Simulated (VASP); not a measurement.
Computed with PBEsol GGA, VASP's PBE PAW potentials (set 64) (plane waves; VASP).

VASP input:

File KPOINTS:
```
k-points along high-symmetry lines
8
Line-mode
Reciprocal
  0.000000   0.000000   0.000000 ! GAMMA
 -0.500000  -0.500000   0.000000 ! Y

 -0.500000  -0.500000   0.000000 ! Y
 -0.625000  -0.375000   0.000000 ! C_0

 -0.375000   0.375000   0.000000 ! SIGMA_0
  0.000000   0.000000   0.000000 ! GAMMA

  0.000000   0.000000   0.000000 ! GAMMA
  0.500000   0.500000   0.500000 ! Z

  0.500000   0.500000   0.500000 ! Z
  0.125000   0.875000   0.500000 ! A_0

 -0.125000   0.125000   0.500000 ! E_0
  0.000000   0.000000   0.500000 ! T

  0.000000   0.000000   0.500000 ! T
 -0.500000  -0.500000   0.000000 ! Y

  0.000000   0.000000   0.000000 ! GAMMA
 -0.500000   0.000000   0.000000 ! S

 -0.500000   0.000000   0.000000 ! S
  0.000000   0.500000   0.500000 ! R

  0.000000   0.500000   0.500000 ! R
  0.500000   0.500000   0.500000 ! Z

  0.500000   0.500000   0.500000 ! Z
  0.000000   0.000000   0.500000 ! T
```

### INCAR
```
SYSTEM = Sc3ZrN4
PREC = Accurate
ENCUT = 520
EDIFF = 1E-7
NELM = 100
ALGO = Normal
LREAL = .FALSE.
LASPH = .TRUE.
ISMEAR = 0
SIGMA = 0.05
GGA = PS
LMAXMIX = 4
LWAVE = .FALSE.
LCHARG = .FALSE.
LORBIT = 11
ICHARG = 11
```

### POSCAR
```
Sc3ZrN4
1
    0.0010358487     4.4919525132     4.4932542738
    4.4919525132     0.0010358487     4.4932542738
    2.2464941809     2.2464941809     0.0000000000
Zr N Sc
1 4 3
Direct
  1.0000000000   0.0000000000   1.0000000000
  0.2490326094   0.2490326094   0.5019347812
  0.2489943752   0.7510056248   0.5000000000
  0.7510056248   0.2489943752   0.5000000000
  0.7509673906   0.7509673906   0.4980652188
  1.0000000000   0.5000000000   1.0000000000
  0.5000000000   0.0000000000   1.0000000000
  0.5000000000   0.5000000000   1.0000000000
```

POTCAR, in this order: Zr_sv N Sc_sv (PBE.64 set). Program: vasp_std. Read from the step before: CHGCAR.

What VASP printed:

File OUTCAR:
```
 ion  position               nearest neighbor table
   1  0.000  0.000  0.000-   2 2.24   5 2.24   4 2.24   3 2.24   3 2.24   4 2.24   8 3.18   8 3.18
                             6 3.18   6 3.18   7 3.18   7 3.18   7 3.18   6 3.18   7 3.18   6 3.18
   2  0.249  0.249  0.502-   1 2.24   6 2.25   7 2.25   6 2.25   7 2.25   8 2.26
   3  0.249  0.751  0.500-   1 2.24   1 2.24   6 2.25   7 2.25   8 2.25   8 2.25
   4  0.751  0.249  0.500-   1 2.24   1 2.24   7 2.25   6 2.25   8 2.25   8 2.25
   5  0.751  0.751  0.498-   1 2.24   7 2.25   6 2.25   6 2.25   7 2.25   8 2.26
   6  0.000  0.500  0.000-   2 2.25   5 2.25   5 2.25   2 2.25   3 2.25   4 2.25   7 3.18   7 3.18
                             1 3.18   1 3.18   8 3.18   8 3.18   8 3.18   1 3.18   1 3.18   8 3.18
   7  0.500  0.000  0.000-   2 2.25   5 2.25   5 2.25   2 2.25   4 2.25   3 2.25   6 3.18   6 3.18
                             8 3.18   1 3.18   1 3.18   8 3.18   8 3.18   1 3.18   1 3.18   8 3.18
   8  0.500  0.500  0.000-   3 2.25   4 2.25   3 2.25   4 2.25   2 2.26   5 2.26   1 3.18   1 3.18
                             7 3.18   6 3.18   6 3.18   7 3.18   7 3.18   7 3.18   6 3.18   6 3.18
  LATTYP: Found a base centered orthorhombic cell.
 ALAT       =     6.3511152544
 B/A-ratio  =     1.4149496880
 C/A-ratio  =     0.5002306542
 Subroutine PRICEL returns:
 Original cell was already a primitive cell.
 Subroutine GETGRP returns: Found  8 space group operations
The static configuration has the point symmetry D_2h.
The dynamic configuration has the point symmetry D_2h.
 Subroutine INISYM returns: Found  8 space group operations
   k-points           NKPTS =     88   k-points in BZ     NKDIM =     88   number of bands    NBANDS=     39
   number of dos      NEDOS =    301   number of ions     NIONS =      8
   total plane-waves  NPLWV =  55296
   dimension x,y,z NGX =    48 NGY =   48 NGZ =   24
   dimension x,y,z NGXF=    96 NGYF=   96 NGZF=   48
   ions per type =               1   4   3
   PREC   = accura    normal or accurate (medium, high low for compatibility)
   ISTART =      0    job   : 0-new  1-cont  2-samecut
   ICHARG =     11    charge: 1-file 2-atom 10-const
   ISPIN  =      1    spin polarized calculation?
   LNONCOLLINEAR =      F non collinear calculations
   LSORBIT =      F    spin-orbit coupling
   INIWAV =      1    electr: 0-lowe 1-rand  2-diag
   ENCUT  =  520.0 eV  38.22 Ry    6.18 a.u.  11.81 11.81  5.91*2*pi/ulx,y,z
   NELM   =    100;   NELMIN=  2; NELMDL= -5     # of ELM steps
   EDIFF  = 0.1E-06   stopping-criterion for ELM
   LREAL  =      F    real-space projection
...
```

File OSZICAR:
```
       N       E                     dE             d eps       ncg     rms          rms(c)
DAV:   1     0.111930747298E+04    0.11193E+04   -0.31126E+04  6864   0.191E+03
DAV:   2     0.853328454041E+02   -0.10340E+04   -0.10181E+04  7816   0.679E+02
DAV:   3    -0.640577517942E+02   -0.14939E+03   -0.14128E+03 11092   0.260E+02
DAV:   4    -0.785311042615E+02   -0.14473E+02   -0.13510E+02 12354   0.726E+01
DAV:   5    -0.793904644583E+02   -0.85936E+00   -0.83063E+00 12177   0.182E+01
DAV:   6    -0.794336792309E+02   -0.43215E-01   -0.43183E-01 11849   0.403E+00
DAV:   7    -0.794357541724E+02   -0.20749E-02   -0.20744E-02 12184   0.853E-01
DAV:   8    -0.794358643048E+02   -0.11013E-03   -0.11012E-03 12026   0.182E-01
DAV:   9    -0.794358701702E+02   -0.58653E-05   -0.58657E-05 12249   0.376E-02
DAV:  10    -0.794358704481E+02   -0.27797E-06   -0.27753E-06 10392   0.785E-03
DAV:  11    -0.794358704625E+02   -0.14365E-07   -0.14886E-07  6177   0.202E-03
   1 F= -.79435870E+02 E0= -.79434852E+02  d E =-.203714E-02
```

File OUTCAR:
```
 val. band max:        7.0629480848   @ k =   0.1250   0.8750   0.5000

 cond. band min:       7.0957568980   @ k =  -0.1071   0.1071   0.0000



 k-point     1 :       0.0000    0.0000    0.0000
  band No.  band energies     occupation
      1     -40.9746      2.00000
      2     -40.8467      2.00000
      3     -40.8255      2.00000
      4     -40.7958      2.00000
      5     -20.1113      2.00000
      6     -20.1049      2.00000
      7     -19.9445      2.00000
      8     -19.5789      2.00000
      9     -19.5759      2.00000
     10     -19.4490      2.00000
     11     -19.4283      2.00000
     12     -19.4120      2.00000
     13     -19.4069      2.00000
     14     -18.9902      2.00000
     15     -18.9508      2.00000
     16     -18.7775      2.00000
     17      -7.3899      2.00000
     18      -6.4680      2.00000
     19      -5.2675      2.00000
     20      -5.1258      2.00000
     21       1.4223      2.00000
     22       1.4385      2.00000
     23       3.4290      2.00000
     24       3.5118      2.00000
     25       3.8700      2.00000
     26       4.0058      2.00000
     27       4.0326      2.00000
     28       5.7783      2.00000
     29       5.7885      2.00000
     30       6.2274      2.00000
     31       6.6204      2.00000
     32       6.6280      2.00000
     33       6.6324      2.00000
     34       9.0375      0.00000
     35       9.0658      0.00000
     36       9.1029      0.00000
     37      10.5911      0.00000
     38      10.5930      0.00000
     39      11.7597      0.00000

 k-point     2 :      -0.0714   -0.0714    0.0000
  band No.  band energies     occupation
      1     -40.9728      2.00000
      2     -40.8469      2.00000
      3     -40.8255      2.00000
      4     -40.7975      2.00000
      5     -20.1025      2.00000
      6     -20.0973      2.00000
      7     -19.9390      2.00000
      8     -19.5765      2.00000
      9     -19.5745      2.00000
     10     -19.4490      2.00000
...
```

The density is held fixed in this step, so its total energy and stress have no physical meaning.

The structure was generated: Sc3ZrN4 was put into an ordered model structure (Cmmm), which need not be its known phase. It was relaxed first. The electron count is odd and the run is not spin-polarised, which forces a metal.
